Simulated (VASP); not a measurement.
A calculation with VASP 6.6.1 of EuAgSeF (ASE script, structure from a P1 CIF):

File run.py:

```python
from ase.calculators.vasp import Vasp
from ase.dft.bandgap import bandgap
from ase.io import read

atoms = read('EuAgSeF.cif')
atoms.set_initial_magnetic_moments([7.0, 7.0, 0.0, 0.0, 0.0, 0.0, 0.0, 0.0])
calc = Vasp(
    directory='calc',
    xc='rpbe',
    pp='PBE',
    setups={'base': 'minimal'},
    prec='Accurate',
    encut=520,
    ediff=1e-06,
    ismear=0,
    sigma=0.02,
    lreal=False,
    lasph=True,
    nelm=150,
    algo='Normal',
    isif=2,
    lwave=False,
    lcharg=False,
    ispin=2,
    lorbit=11,
    lmaxmix=6,
    kpts=[7, 7, 3],
    gamma=True,
)
atoms.calc = calc

print('energy (eV):', atoms.get_potential_energy())
print('free energy (eV):', atoms.get_potential_energy(force_consistent=True))
print('forces (eV/A):')
print(atoms.get_forces())
print('stress (eV/A^3, Voigt):', atoms.get_stress())
print('Fermi level (eV):', calc.get_fermi_level())
print('moment (muB):', atoms.get_magnetic_moment())
print('site moments (muB):', atoms.get_magnetic_moments())
gap, top, bottom = bandgap(calc)
print('band gap (eV):', gap, 'from (spin, k, band)', top, 'to', bottom)
```

Contents of EuAgSeF.cif:

```cif
data_EuAgSeF
_cell_length_a 4.15427000
_cell_length_b 4.15427000
_cell_length_c 9.21830000
_cell_angle_alpha 90.00000000
_cell_angle_beta 90.00000000
_cell_angle_gamma 90.00000000
_space_group_name_H-M_alt 'P1'
_space_group_name_Hall 'P 1'
_space_group_IT_number 1
loop_
_space_group_symop_operation_xyz
'x,y,z'
loop_
_atom_site_label
_atom_site_type_symbol
_atom_site_symmetry_multiplicity
_atom_site_Wyckoff_symbol
_atom_site_fract_x
_atom_site_fract_y
_atom_site_fract_z
_atom_site_occupancy
Eu1 Eu 1 a 0.0000000000 0.5000000000 0.6524200000 1
Eu2 Eu 1 a 0.5000000000 0.0000000000 0.3475800000 1
Ag1 Ag 1 a 0.5000000000 0.5000000000 0.0000000000 1
Ag2 Ag 1 a 0.0000000000 0.0000000000 0.0000000000 1
Se1 Se 1 a 0.5000000000 0.0000000000 0.8032000000 1
Se2 Se 1 a 0.0000000000 0.5000000000 0.1968000000 1
F1 F 1 a 0.5000000000 0.5000000000 0.5000000000 1
F2 F 1 a 0.0000000000 0.0000000000 0.5000000000 1
```

Potentials or basis: VASP PAW PBE potentials, release 64 (Eu, Ag, Se, F).

The run is started by

```console
$ python run.py
```

Problem. Write the same calculation in another form: native input, structure from a POSCAR.

Solution. As run:

Contents of INCAR:

```
SYSTEM = EuAgSeF
PREC = Accurate ; ENCUT = 520
EDIFF = 1E-7 ; ISMEAR = 0
SIGMA = 0.02 ; LREAL = .FALSE.
LASPH = .TRUE. ; NELM = 120
ALGO = Normal ; ISIF = 2
LWAVE = .FALSE. ; LCHARG = .FALSE.
ISPIN = 2 ; MAGMOM = 7 7 0 0 0 0 0 0
LORBIT = 11 ; LMAXMIX = 6
GGA = RP
```

KPOINTS

```
regular mesh
0
G
  7 7 3
  0 0 0
```

File POSCAR:

```
EuAgSeF
4.1543
    0.999992778567      0.000000000000      0.000000000000
    0.000000000000      0.999992778567      0.000000000000
    0.000000000000      0.000000000000      2.218977926486
Eu Ag Se F
2 2 2 2
Direct
    0.0000000000      0.5000000000      0.6524200000
    0.5000000000      0.0000000000      0.3475800000
    0.5000000000      0.5000000000      0.0000000000
    0.0000000000      0.0000000000      0.0000000000
    0.5000000000      0.0000000000      0.8032000000
    0.0000000000      0.5000000000      0.1968000000
    0.5000000000      0.5000000000      0.5000000000
    0.0000000000      0.0000000000      0.5000000000
```

Potentials or basis: VASP PAW PBE potentials, release 64 (Eu, Ag, Se, F).

Launch:

```sh
$ cat potpaw_PBE.64/Eu/POTCAR potpaw_PBE.64/Ag/POTCAR potpaw_PBE.64/Se/POTCAR potpaw_PBE.64/F/POTCAR > POTCAR
$ mpirun -np 1 vasp_std > vasp.out
```

Both were run:

|  | ASE script, structure from a P1 CIF | native input, structure from a POSCAR |
| --- | --- | --- |
| Pressure | 4.3 GPa | 4.3 GPa |
| Largest force | 0.529 eV/Å | 0.529 eV/Å |
| Band gap on the k mesh | none (metal or under the smearing width) | none (metal or under the smearing width) |
| Net moment | 13.97 μB per cell | 13.97 μB per cell |
| Site moments | Eu +6.62; Ag +0.01; Se -0.01; F -0.01 μB | Eu +6.62; Ag +0.01; Se -0.01; F -0.01 μB |
| Valence electrons inside the program's atomic spheres | Eu 14.80; Ag 9.86; Se 3.85; F 6.12 | Eu 14.80; Ag 9.86; Se 3.85; F 6.12 |

Keys that steer only the numerical path or the files written may differ.

Caveat: the PAW data sets were made with another functional, which shifts forces and pressure a little; spin-orbit coupling is left out, which moves the levels of the heavy elements; without U or exact exchange the open f shell lies at the Fermi level, which spoils levels, moments and volumes.
